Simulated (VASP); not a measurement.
Data:

```
H
1.0
    2.56702     0.00000     0.00000
   -1.28351     2.22311     0.00000
    0.00000     0.00000     1.56130
H
3
Cartesian
  0.00000   0.00000   0.00000
  0.00000   1.48207   0.78065
  1.28351   0.74103   0.78065
```

These are LDA (Ceperley-Alder, Perdew-Zunger), VASP's LDA PAW potentials (set 64) (plane waves; VASP) values and carry that method's errors. Run with 300 eV cut-off, 10×10×14 Γ-centred mesh, Gaussian smearing of 0.050 eV, potentials H.

Task: Give the energies of bands 1 to 3 at the high-symmetry points, in eV from the Fermi level.

Result: 
```tsv
band	Γ	M	K	A	L	H
1	-16.53	-9.19	-6.83	-3.17	2.21	4.48
2	6.60	-9.16	-6.76	-0.42	3.97	4.48
3	6.92	2.20	-6.76	15.72	5.54	4.77
```

It has no gap at this level: it comes out as a metal or semimetal.

The structure was generated: H2 was put into an ordered model structure, which need not be its known phase. The cell was not relaxed at this level.
